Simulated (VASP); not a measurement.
These are r2SCAN meta-GGA, VASP's PBE PAW potentials (set 64) (plane waves; VASP) values and carry that method's errors.

VASP ran on this input.

**POSCAR**
```
HBr
1
    3.1828480555    -2.6783660708     0.0000000000
    3.1828480555     2.6783660708     0.0000000000
    0.0000000000     0.0000000000     5.3961491902
H Br
2 2
Direct
  0.9458117885   0.0541882115   0.1830054740
  0.0541882115   0.9458117885   0.6830054740
  0.7506970540   0.2493029460   0.9959945260
  0.2493029460   0.7506970540   0.4959945260
```

**INCAR**
```
# general
SYSTEM  = HBr
PREC    = Accurate
ENCUT   = 400
LREAL   = F
LASPH   = T

# electronic loop
EDIFF   = 1E-6
NELM    = 100
ALGO    = Normal
LMAXMIX = 4
LMIXTAU = T

# smearing
ISMEAR  = 0
SIGMA   = 0.05

# functional
METAGGA = R2SCAN

# ions
IBRION  = 2
NSW     = 60
ISIF    = 3
EDIFFG  = -0.02

# output
LWAVE   = F
LCHARG  = F
```

**KPOINTS**
```
K-points
0
G
5 5 4
0 0 0
```

POTCAR, in this order: H Br (PBE.64 set). Program: vasp_std.

Problem. What will the output report for the number of irreducible k-points (NKPTS), number of bands (NBANDS), largest plane-wave count, number of space-group operations, FFT grid (NGX, NGY, NGZ)?

Solution. 
- number of irreducible k-points (NKPTS): 27
- number of bands (NBANDS): 12
- largest plane-wave count: 1690
- number of space-group operations: 4
- FFT grid (NGX, NGY, NGZ): 28 × 28 × 36

The structure comes from a measured HBr entry (Cmc2_1) of the Crystallography Open Database, whose conditions weren't checked. It was relaxed first. The start is the result of an earlier pass.
